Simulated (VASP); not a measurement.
Molecule: F2GeBr2, in a box.

```
F Ge Br
1.0
    12.00000    0.00000    0.00000
     0.00000   13.00000    0.00000
     0.00000    0.00000   12.00000
F Ge Br
2 1 2
Direct
  0.61101 0.38470 0.53608
  0.44570 0.50183 0.62498
  0.51325 0.47529 0.50293
  0.39115 0.40752 0.38069
  0.59972 0.61853 0.44223
```

Base run:

| Property | Result |
| --- | --- |
| Program | VASP 6.6.1 |
| Functional | PBE |
| Potentials or basis | VASP PAW PBE potentials, release 64 (F, Ge_d, Br) |
| Cutoff | 520 eV |
| k mesh | 1 × 1 × 1 |
| Occupations | gaussian, width 0.01 eV |
| Spin | no spin polarisation |

Its results: gap between the frontier levels 4.37 eV; largest force 0.837 eV/Å.

Q: After a change of settings the same cell gave: gap between the frontier levels 6.04 eV; largest force 0.610 eV/Å. Which change was it?
A. functional from PBE to B3LYP; further incar settings from ALGO = Normal; EDIFF = 1e-07; NBANDS = 29 to ALGO = Normal; EDIFF = 1e-06
B. further incar settings from ALGO = Normal; EDIFF = 1e-07; NBANDS = 29 to ALGO = Normal; EDIFF = 1e-06; dispersion from none to TS
C. further incar settings from ALGO = Normal; EDIFF = 1e-07; NBANDS = 29 to ALGO = Normal; EDIFF = 1e-06

A: A.

Caveats: the PAW data sets were made with another functional, which shifts forces and pressure a little (some runs).
